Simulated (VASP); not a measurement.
Calculation: PBEsol GGA, VASP's PBE PAW potentials (set 64) (plane waves; VASP).

Input for VASP

POSCAR:
```
MoTe2
1
    1.6065237089    -2.7825746788    -0.0000000000
    1.6065237089     2.7825746788     0.0000000000
    0.0000000000    -0.0000000000    12.4240891537
Te Mo
4 2
Direct
  0.3333330000   0.6666670000   0.8978973225
  0.6666670000   0.3333330000   0.3978973225
  0.6666670000   0.3333330000   0.1021026775
  0.3333330000   0.6666670000   0.6021026775
  0.3333330000   0.6666670000   0.2500000000
  0.6666670000   0.3333330000   0.7500000000
```

**INCAR**
```
SYSTEM = MoTe2
PREC = Accurate
ENCUT = 500
EDIFF = 1E-6
NELM = 100
ALGO = Normal
LREAL = .FALSE.
LASPH = .TRUE.
ISMEAR = 1
SIGMA = 0.1
GGA = PS
LMAXMIX = 4
LWAVE = .FALSE.
LCHARG = .FALSE.
IBRION = 2
ISIF = 3
NSW = 40
EDIFFG = -0.02
PSTRESS = 300
```

**KPOINTS**
```
Automatic mesh
0
Gamma
11 11 3
0 0 0
```

POTCAR, in this order: Te Mo_sv (PBE.64 set). Program: vasp_std.

Output of the run:

### OSZICAR
```
       N       E                     dE             d eps       ncg     rms          rms(c)
DAV:   1     0.428113471065E+03    0.42811E+03   -0.27338E+04  2240   0.151E+03
DAV:   2    -0.131863866960E+02   -0.44130E+03   -0.43242E+03  2427   0.374E+02
DAV:   3    -0.377006669265E+02   -0.24514E+02   -0.23977E+02  2509   0.737E+01
DAV:   4    -0.382452008915E+02   -0.54453E+00   -0.54275E+00  2376   0.112E+01
DAV:   5    -0.382563879508E+02   -0.11187E-01   -0.11180E-01  2451   0.172E+00    0.329E+01
DAV:   6    -0.371914749634E+02    0.10649E+01   -0.25115E+00  2173   0.950E+00    0.140E+01
DAV:   7    -0.370042601847E+02    0.18721E+00   -0.11678E+00  2303   0.470E+00    0.325E+00
DAV:   8    -0.369929975642E+02    0.11263E-01   -0.44188E-01  2476   0.311E+00    0.358E+00
DAV:   9    -0.369880445957E+02    0.49530E-02   -0.18365E-02  2380   0.700E-01    0.214E+00
DAV:  10    -0.369794529077E+02    0.85917E-02   -0.73835E-02  2346   0.144E+00    0.124E+00
DAV:  11    -0.369791277180E+02    0.32519E-03   -0.52030E-03  2362   0.435E-01    0.799E-01
DAV:  12    -0.369790706218E+02    0.57096E-04   -0.68077E-04  2411   0.148E-01    0.635E-01
DAV:  13    -0.369790517830E+02    0.18839E-04   -0.83655E-05  2449   0.403E-02    0.257E-01
DAV:  14    -0.369790221502E+02    0.29633E-04   -0.63953E-05  2465   0.447E-02    0.162E-01
DAV:  15    -0.369790185070E+02    0.36432E-05   -0.93217E-06  2361   0.153E-02    0.879E-02
DAV:  16    -0.369790180088E+02    0.49815E-06   -0.82868E-07  1461   0.526E-03
   1 F= -.16180174E+02 E0= -.16180061E+02  d E =-.161802E+02
```

OUTCAR:
```
------------------------ aborting loop because EDIFF is reached ----------------------------------------
  FORCE on cell =-STRESS in cart. coord.  units (eV):
  Direction    XX          YY          ZZ          XY          YZ          ZX
  --------------------------------------------------------------------------------------
  Total       20.8005576     20.8004677     20.7767680      0.0000000      0.0000000      0.0000000
  in kB      300.0247179    300.0234222    299.6815797      0.0000000      0.0000000      0.0000000
  external PRESSURE =      -0.0900934 kB  Pullay stress =     300.0000000 kB
  volume of cell :      111.08
      direct lattice vectors                 reciprocal lattice vectors
     1.606523709 -2.782574679  0.000000000     0.311231012 -0.179689697  0.000000000
     1.606523709  2.782574679  0.000000000     0.311231012  0.179689697  0.000000000
     0.000000000  0.000000000 12.424089154     0.000000000  0.000000000  0.080488798
 POSITION                                       TOTAL-FORCE (eV/Angst)
 -----------------------------------------------------------------------------------
      1.60652      0.92753     11.15556        -0.000000      0.000000     -0.002622
      1.60652     -0.92753      4.94351        -0.000000     -0.000000     -0.002622
      1.60652     -0.92753      1.26853        -0.000000     -0.000000      0.002622
      1.60652      0.92753      7.48058        -0.000000      0.000000      0.002622
      1.60652      0.92753      3.10602        -0.000000     -0.000000      0.000000
      1.60652     -0.92753      9.31807         0.000000      0.000000      0.000000
 -----------------------------------------------------------------------------------
    total drift:                               -0.000155      0.001453     -0.000027
  FREE ENERGIE OF THE ION-ELECTRON SYSTEM (eV)
  ---------------------------------------------------
  free  energy   TOTEN  =       -36.9790180088 eV

  energy  without entropy=      -36.9786788846  energy(sigma->0) =      -36.97890497
  enthalpy is  TOTEN    =       -16.1801741241 eV   P V=       20.7988438847

 reached required accuracy - stopping structural energy minimisation
```
(Selected blocks of OUTCAR.)

Without a dispersion term in the relaxation, distances and binding between the weakly bound layers, chains or molecules are unreliable, and so is what depends on them.

The compound is MoTe2 in the 2H layered structure. It was relaxed first under an external pressure of 30 GPa.
